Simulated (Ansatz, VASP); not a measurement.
# Mn3GeC in two plane-wave programs, part 2 of 2

One calculation is typed for both programs; each brings its own data sets and cutoff. How far apart do they land?

VASP 6.6.1 and Ansatz 0.2.0.

So far: Starting point; VASP: single point, r2SCAN, DFT+U.

**3. Ansatz: single point, r2SCAN, DFT+U**

Level of this step: Ansatz beside VASP: Kohn-Sham DFT, plane waves, r2SCAN, DFT+U (Ansatz).

Ansatz runs on its default PAW (the set named soft_2) files.

The same cell, functional, mesh and smearing now go to Ansatz, which takes its cutoff from its data sets.

File input.yaml:

```yaml
crystal:
  lattice:
    - [-3.0117956475, 3.0117956475, 4.2658297577]
    - [3.0117956475, -3.0117956475, 4.2658297577]
    - [3.0117956475, 3.0117956475, -4.2658297577]
  atoms:
    - { symbol: Ge, position: [0.25, 0.75, 0.5] }
    - { symbol: Ge, position: [0.75, 0.25, 0.5] }
    - { symbol: Mn, position: [0.75, 0.75, 0.0] }
    - { symbol: Mn, position: [0.25, 0.25, 0.0] }
    - { symbol: Mn, position: [0.775912006, 0.724087994, 0.5] }
    - { symbol: Mn, position: [0.275912006, 0.775912006, 0.051824012] }
    - { symbol: Mn, position: [0.224087994, 0.275912006, 0.5] }
    - { symbol: Mn, position: [0.724087994, 0.224087994, 0.948175988] }
    - { symbol: C, position: [0.5, 0.5, 0.0] }
    - { symbol: C, position: [0.0, 0.0, 0.0] }
hamiltonian:
  xc: r2scan
  pseudopotentials: { kind: paw }
  hubbard: { sites: [{ species: Mn, l: d, u_eff: 3.0 }] }
kpoints:
  mp_grid: { grid: [5, 5, 5] }
scf:
  occupations: { method: gaussian, width: 0.05 }
  n_extra_bands: 6
output:
  forces: true
  stress: true
  eigenvalues: true
```

The run is started by

```console
ansatz run input.yaml --threads 4 --pin off --max-ram 9216MiB --backend cpu --events-out ev --progress --plain --runs-dir out
```

Numbers of over 12 decimals in the logs are rounded to 6 here.

The program printed:

```text
Ge: projections on atomic orbitals take those of the free atom [Ar] 3d10 4s2 4p2, of charge +0.00 (hamiltonian.pseudopotentials.projection_atoms); the dataset's partial waves leave at most 1.2e-6 of an orbital's norm unspanned inside its sphere
Mn: projections on atomic orbitals take those of the free atom [Ne] 3s2 3p6 3d5 4s2, of charge +0.00 (hamiltonian.pseudopotentials.projection_atoms); the dataset's partial waves leave at most 9.0e-7 of an orbital's norm unspanned inside its sphere
C: projections on atomic orbitals take those of the free atom [He] 2s2 2p2, of charge +0.00 (hamiltonian.pseudopotentials.projection_atoms); the dataset's partial waves leave at most 3.7e-9 of an orbital's norm unspanned inside its sphere
scf.n_extra_bands = 6 over 63 filled bands (N_el = 126.0): the run solves 69 bands
Engine: ansatz 0.2.0, x86_64-unknown-linux-gnu
Pseudopotentials: kind: paw
Pseudopotential: Ge, paw, valence charge 14, recommended cutoff 500 eV (meta_gga), Ge.paw.azcp
Pseudopotential: Mn, paw, valence charge 15, recommended cutoff 500 eV (meta_gga), Mn.paw.azcp
Pseudopotential: C, paw, valence charge 4, recommended cutoff 500 eV (meta_gga), C.paw.azcp
Functional definition: r2SCAN
  parameter k0 = 0.174
  parameter k1 = 0.065
  parameter a1 = 4.9479
  exchange = r2scan_x(k0 = k0, k1 = k1, a1 = a1)
  correlation = r2scan_c
Crystal: 10 atoms, lattice volume = 154.780 Å³
Basis set: ecut = 500 eV, 3839 PW (Γ), exchange–correlation on 180×180×180 points (64 copies of the dense FFT grid, shifted against one another)
Bands: 69, of which v1, the nominal top of the filled ones, is band 63 counted from 1 (62 counted from 0)
Symmetry: 16 space group operations
Space group: I4/mcm (ITA 140), of the structure as read, at distance tolerance 5.4e-5 Å
k-points: 18 of 125
Non-local potential: Ge, projectors of the file, l = 0: 2, l = 1: 2, l = 2: 3, l = 3: 1
Non-local potential: Mn, projectors of the file, l = 0: 3, l = 1: 2, l = 2: 3, l = 3: 1
Non-local potential: C, projectors of the file, l = 0: 2, l = 1: 2, l = 2: 1
PAW form: soft (Blöchl's): semilocal exchange-correlation on the pseudo side does not see the compensation charge
PAW frozen core: Ge, regenerated for the run's functional (the file was generated under x = pbe(κ = 0.804, μ = 0.219515), c = pbe(β = 0.066725))
PAW frozen core: Mn, regenerated for the run's functional (the file was generated under x = pbe(κ = 0.804, μ = 0.219515), c = pbe(β = 0.066725))
PAW frozen core: C, regenerated for the run's functional (the file was generated under x = pbe(κ = 0.804, μ = 0.219515), c = pbe(β = 0.066725))
PAW one-centre angular grid: Ge, 590 points (default); XC on 160 Gauss nodes
PAW one-centre angular grid: Mn, 590 points (default); XC on 160 Gauss nodes
PAW one-centre angular grid: C, 302 points (default); XC on 239 of its mesh's 2573 points in the sphere
Initial density: superposition of atomic densities (chi_scale 0.1, normalization cell, long waves of neutral atoms under a Hubbard term (reshape's long-wave potential 0.00 eV rms, cloud 2.59 Å wide))
Initial wavefunctions: pseudopotential atomic-orbital guess
Functional: x = r2scan, c = r2scan; τ floored in thin density (d = 2e-4 eV/Å³)
SCF iter   1: F=—  HF=-32501.047042 eV  |F-HF|=—  |Δ(HF+E_count)|=         —  Δρ=7.60e-2  dr2=1.74e1  dr2_τ=5.56e-1  ethr=3.10e-3  ⟨swp⟩=4.9  Hψ=4006  notcnv=0
preconditioner: auto → Kerker (q_TF=auto, 2.636 Å⁻¹)  [metal: Δε(μ)=0.004 eV  Ē_g=7.658 eV  σ=0.050 eV  W_gap=0.04  n_scr=58 (ndim 8)  ℏωp=26.4 eV  f_vac=0.000  D(μ)=32.57/eV (n_scr^D=608)]
SCF iter   2: F=—  HF=-32499.968930 eV  |F-HF|=—  |Δ(HF+E_count)|=    1.08e0  Δρ=9.33e-2  dr2=1.78e1  dr2_τ=1.65e-1  ethr=3.10e-3  ⟨swp⟩=2.9  Hψ=2358  notcnv=0
SCF iter   3: F=—  HF=-32506.739849 eV  |F-HF|=—  |Δ(HF+E_count)|=    6.77e0  Δρ=3.62e-1  dr2=2.65e2  dr2_τ=2.57e0  ethr=3.10e-3  ⟨swp⟩=3.7  Hψ=2635  notcnv=0  recentre
SCF iter   4: F=—  HF=-32499.373254 eV  |F-HF|=—  |Δ(HF+E_count)|=    7.37e0  Δρ=2.97e-2  dr2=1.41e0  dr2_τ=3.79e-2  ethr=3.10e-3  ⟨swp⟩=3.7  Hψ=3092  notcnv=0  defer=3
SCF iter   5: F=—  HF=-32499.901859 eV  |F-HF|=—  |Δ(HF+E_count)|=   5.29e-1  Δρ=3.51e-2  dr2=5.66e-1  dr2_τ=1.50e-2  ethr=1.12e-3  ⟨swp⟩=4.1  Hψ=1996  notcnv=0  defer=4
SCF iter   6: F=—  HF=-32501.218225 eV  |F-HF|=—  |Δ(HF+E_count)|=    1.32e0  Δρ=3.18e-2  dr2=7.17e-1  dr2_τ=1.16e-2  ethr=4.49e-4  ⟨swp⟩=3.1  Hψ=2149  notcnv=0
SCF iter   7: F=—  HF=-32502.166890 eV  |F-HF|=—  |Δ(HF+E_count)|=   9.49e-1  Δρ=2.66e-2  dr2=9.11e-1  dr2_τ=9.61e-3  ethr=4.49e-4  ⟨swp⟩=4.0  Hψ=2824  notcnv=0  defer=6
SCF iter   8: F=—  HF=-32502.385103 eV  |F-HF|=—  |Δ(HF+E_count)|=   2.18e-1  Δρ=1.67e-2  dr2=2.13e-1  dr2_τ=6.45e-3  ethr=4.49e-4  ⟨swp⟩=3.4  Hψ=2342  notcnv=0  defer=5
SCF iter   9: F=—  HF=-32502.610357 eV  |F-HF|=—  |Δ(HF+E_count)|=   2.25e-1  Δρ=1.37e-2  dr2=1.70e-1  dr2_τ=3.66e-3  ethr=1.69e-4  ⟨swp⟩=4.3  Hψ=3404  notcnv=0
SCF iter  10: F=—  HF=-32502.660058 eV  |F-HF|=—  |Δ(HF+E_count)|=   4.97e-2  Δρ=7.84e-3  dr2=5.42e-2  dr2_τ=1.07e-3  ethr=1.35e-4  ⟨swp⟩=3.1  Hψ=2173  notcnv=0
[...]
SCF iter  16: F=—  HF=-32502.711813 eV  |F-HF|=—  |Δ(HF+E_count)|=   3.03e-4  Δρ=1.21e-3  dr2=2.06e-3  dr2_τ=2.95e-5  ethr=5.42e-6  ⟨swp⟩=2.2  Hψ=1707  notcnv=0  defer=3
SCF iter  17: F=—  HF=-32502.712093 eV  |F-HF|=—  |Δ(HF+E_count)|=   2.80e-4  Δρ=5.53e-4  dr2=3.99e-4  dr2_τ=5.11e-6  ethr=1.63e-6  ⟨swp⟩=1.9  Hψ=1602  notcnv=0  defer=3
SCF iter  18: F=—  HF=-32502.712211 eV  |F-HF|=—  |Δ(HF+E_count)|=   1.17e-4  Δρ=2.45e-4  dr2=8.16e-5  dr2_τ=1.01e-6  ethr=3.16e-7  ⟨swp⟩=2.0  Hψ=1691  notcnv=0  defer=3
SCF iter  19: F=—  HF=-32502.712360 eV  |F-HF|=—  |Δ(HF+E_count)|=   1.49e-4  Δρ=4.80e-4  dr2=4.16e-4  dr2_τ=4.34e-6  ethr=6.47e-8  ⟨swp⟩=2.0  Hψ=1731  notcnv=0  defer=3  recentre
SCF iter  20: F=—  HF=-32502.712369 eV  |F-HF|=—  |Δ(HF+E_count)|=   9.51e-6  Δρ=1.53e-4  dr2=3.72e-5  dr2_τ=3.99e-7  ethr=6.47e-8  ⟨swp⟩=2.0  Hψ=1954  notcnv=0  defer=3
SCF iter  21: F=—  HF=-32502.712376 eV  |F-HF|=—  |Δ(HF+E_count)|=   6.78e-6  Δρ=1.38e-4  dr2=2.74e-5  dr2_τ=3.99e-7  ethr=2.95e-8  ⟨swp⟩=2.0  Hψ=1946  notcnv=0  defer=3
SCF iter  22: F=—  HF=-32502.712382 eV  |F-HF|=—  |Δ(HF+E_count)|=   6.46e-6  Δρ=5.75e-5  dr2=5.53e-6  dr2_τ=5.57e-8  ethr=2.17e-8  ⟨swp⟩=2.3  Hψ=2176  notcnv=0  defer=3
SCF iter  23: F=—  HF=-32502.712383 eV  |F-HF|=—  |Δ(HF+E_count)|=   1.03e-6  Δρ=2.55e-5  dr2=9.83e-7  dr2_τ=1.13e-8  ethr=4.39e-9  ⟨swp⟩=2.0  Hψ=1703  notcnv=0  defer=3
SCF iter  24: F=—  HF=-32502.712384 eV  |F-HF|=—  |Δ(HF+E_count)|=   3.72e-7  Δρ=1.78e-5  dr2=5.53e-7  dr2_τ=6.47e-9  ethr=7.80e-10  ⟨swp⟩=2.0  Hψ=1823  notcnv=0  defer=3
SCF iter  25: F=-32502.712384 eV  HF=-32502.712384 eV  |F-HF|=2.78e-8  |Δ(HF+E_count)|=   4.09e-9  Δρ=5.03e-6  dr2=3.93e-8  dr2_τ=1.10e-9  ethr=7.94e-11  ⟨swp⟩=4.7  Hψ=5269  notcnv=0
SCF 1 converged in 25 iterations: F = -32502.712384 eV  dr2 = 3.93e-8
  greatest PAW one-centre occupation: 1.000 electrons in one spin orbital (limit 2), on the Mn atom at site 7 (counted from 0), in its partial waves of l = 1
SCF converged after 25 iterations
Free energy (F): -32502.712384 eV
Harris-Foulkes:  -32502.712384 eV  (|F-HF|=2.78e-8)
Internal energy: -32502.692098 eV  (E = F + TS)
E sigma→0 (E₀):  -32502.702241 eV
Entropy (-TS):   -0.020286 eV (-2.029 meV/atom)
Fermi energy:    11.382451 eV
--- Per-component energies (eV) ---
  E_band       = -2052.584073
  E_kinetic    = 2189.782724
  E_local      = -17087.836623  (includes V_loc(G=0)·N_el)
  E_nonlocal   = 2355.150884
  E_hartree    = 7094.478193
  E_xc         = -869.613925
  E_vxc        = -1203.584082  (∫ρ·V_xc dr)
  E_hubbard    = 15.611641  (on-site DFT+U / exact-exchange correction)
  E_vhub       = -20.647837  (the Hubbard potential's part of the band-sum identity)
  E_paw        = -12131.049126  (= ΣΔE_a)
  E_vpaw       = -2553.032637  (= ΣTr[D̂ρ^β])
  E_aug_tail   = 0.000009  (compensation charges beyond the density's cutoff)
  E_vtau       = 78.639694  (kinetic-family band-sum trace: ∫τ·v_τ [+ j·A + Jᵃ·Aᵃ] dr)
  E_ewald      = -14065.296537
  E_core_change = -3.919338  (= ΣΔE_core)
  E_smearing   = -0.020286  (= −TS)
  E_closure    = -0.000000  (closes the sum)
  Σ components = -32502.712384   (vs F -32502.712384, Δ=0.00e0)
--- Forces (eV/Å), atoms counted from 1 ---
  atom   1  Ge     0.00000000    -0.00000000     0.00000000
  atom   2  Ge    -0.00000000    -0.00000000     0.00000000
  atom   3  Mn     0.00000000    -0.00000000     0.00000000
  atom   4  Mn    -0.00000000    -0.00000000     0.00000000
  atom   5  Mn     0.24704604    -0.24704604     0.00000000
  atom   6  Mn    -0.24704604    -0.24704604     0.00000000
  atom   7  Mn    -0.24704604     0.24704604     0.00000000
  atom   8  Mn     0.24704604     0.24704604     0.00000000
  atom   9  C     -0.00000000     0.00000000     0.00000000
  atom  10  C     -0.00000000    -0.00000000     0.00000000
  max |Σ_I F_I| component: 8.33e-17 eV/Å
--- Stress (GPa, compression-positive) ---
      -34.478934       0.000000       0.000000
        0.000000     -34.478934       0.000000
       -0.000000       0.000000     -36.810090
  P = ⅓ Tr σ = -35.2560 GPa (-352.560 kbar)
--- Band table (eV; the first three rows and the last of 18) ---
  k-point 0: bands = [... 59 lower, 10.4704, 10.6792, 11.2218, 11.2218, 11.6041, 11.7278, 11.7641, 11.9495, ... 2 higher]
  k-point 1: bands = [... 59 lower, 10.5889, 10.6664, 11.1451, 11.3830, 11.4872, 11.5934, 11.7356, 11.7810, ... 2 higher]
  k-point 2: bands = [... 59 lower, 10.6981, 10.7434, 11.0500, 11.3088, 11.4136, 11.6769, 11.8165, 11.9255, ... 2 higher]
  k-point 17: bands = [... 59 lower, 10.4876, 10.6740, 11.3371, 11.3928, 11.4549, 11.5811, 11.6585, 11.7029, ... 2 higher]
Occupation matrices written to <dir>
```

Run time: 6.3 s. Hardware: 4 threads of AMD EPYC 9R45, shared host; peak memory 1.3 GiB; 23 s of CPU time.

In the SCF lines HF is the Harris–Foulkes energy and dr2 the Hartree energy of the density residual, in eV; the loop may stop once dr2 is under the threshold and the program's other checks hold. Hψ counts applications of the Hamiltonian.

The run ends at a pressure of -35.26 GPa, with forces up to 0.35 eV/Å.

**4. Differences**

Known differences besides the PAW data sets themselves: U acts on the PAW sphere in VASP and on atomic orbitals in Ansatz, so only states and trends compare; VASP keeps PBE cores, Ansatz makes them for the functional; the data sets hold 126 valence electrons in Ansatz (default PAW (the set named soft_2) files) and 58 in VASP; the cutoff is 500 eV in Ansatz and 480 eV in VASP (PREC = Normal). Total energies have different zeros and are not compared.

Compared:

```csv
quantity,Ansatz,VASP,difference
pressure (GPa),-35.26,-37.94,+2.68
```

Forces (eV/Å; atoms numbered as in POSCAR):

```csv
atom,"Ansatz x, y, z","VASP x, y, z"
Ge1,"0.000, 0.000, 0.000","0.000, 0.000, 0.000"
Ge2,"0.000, 0.000, 0.000","0.000, 0.000, 0.000"
Mn3,"0.000, 0.000, 0.000","0.000, 0.000, 0.000"
Mn4,"0.000, 0.000, 0.000","0.000, 0.000, 0.000"
Mn5,"0.247, -0.247, 0.000","-0.107, 0.107, 0.000"
Mn6,"-0.247, -0.247, 0.000","0.107, 0.107, 0.000"
Mn7,"-0.247, 0.247, 0.000","0.107, -0.107, 0.000"
Mn8,"0.247, 0.247, 0.000","-0.107, -0.107, 0.000"
C9,"0.000, 0.000, 0.000","0.000, 0.000, 0.000"
C10,"0.000, 0.000, 0.000","0.000, 0.000, 0.000"
```

The forces differ by 183 meV/Å r.m.s., which is 330.4 % of the r.m.s. force of 0.06 eV/Å (both taken over all components). Ansatz's pressure holds a Pulay correction of 0.07 GPa; VASP's holds none.

**5. What came out**

| Quantity | Value |
| --- | --- |
| r.m.s. force difference (single point, r2SCAN, DFT+U) | 183 meV/Å |

What this shows: The r.m.s. force difference is 183 meV/Å (single point, r2SCAN, DFT+U), beyond the 12 meV/Å picked in this series as the mark of a large difference. How closely two codes agree says nothing of how well the functional describes the real material.

[Lines on the potential files, build, host, timing and source positions are cut from VASP's logs without a mark.]

[Logs are printed without paths, hosts, clocks, repeated set-up lines and the standing remarks that a program may print on its own settings, such as how far it seeks lower states.]

[Hosts, paths, dates, database ids (printed as entryN), source tags and the programs' standing remarks are cut or masked in the printed files.]
